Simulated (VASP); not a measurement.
Consider the following.

```
AgLa
1.0
    3.81141     0.00000     0.00000
    0.00000     3.81141     0.00000
    0.00000     0.00000     3.81141
Ag La
1 1
Direct
  0.00000   0.00000   0.00000
  0.50000   0.50000   0.50000
```

Calculation: r2SCAN meta-GGA, VASP's PBE PAW potentials (set 64) (plane waves; VASP 6.6.1). Numerical set-up: 400 eV cut-off, 11×11×11 Γ-centred mesh, tetrahedra with Blöchl corrections, potentials Ag La.

Problem. Give the energies of bands 5 to 14 at the high-symmetry points, in eV from the Fermi level.

Solution. 
```json
[
 {"band": "5", "Γ": "-5.54", "X": "-5.31", "M": "-5.48", "R": "-4.99"},
 {"band": "6", "Γ": "-5.54", "X": "-4.93", "M": "-5.42", "R": "-4.99"},
 {"band": "7", "Γ": "-5.45", "X": "-4.93", "M": "-5.19", "R": "-4.99"},
 {"band": "8", "Γ": "-4.90", "X": "-4.91", "M": "-5.19", "R": "-4.51"},
 {"band": "9", "Γ": "-4.90", "X": "-4.85", "M": "-4.52", "R": "-4.51"},
 {"band": "10", "Γ": "-4.90", "X": "-2.26", "M": "-2.77", "R": "-1.82"},
 {"band": "11", "Γ": "0.26", "X": "-2.02", "M": "0.84", "R": "-1.82"},
 {"band": "12", "Γ": "0.26", "X": "0.04", "M": "0.84", "R": "-1.82"},
 {"band": "13", "Γ": "1.75", "X": "1.38", "M": "1.00", "R": "0.16"},
 {"band": "14", "Γ": "1.75", "X": "1.38", "M": "1.77", "R": "1.84"}
]
```

It has no gap at this level: it comes out as a metal or semimetal.

The structure comes from a measured LaAg entry (Pm-3m) of the Crystallography Open Database, whose conditions weren't checked. It was relaxed first.
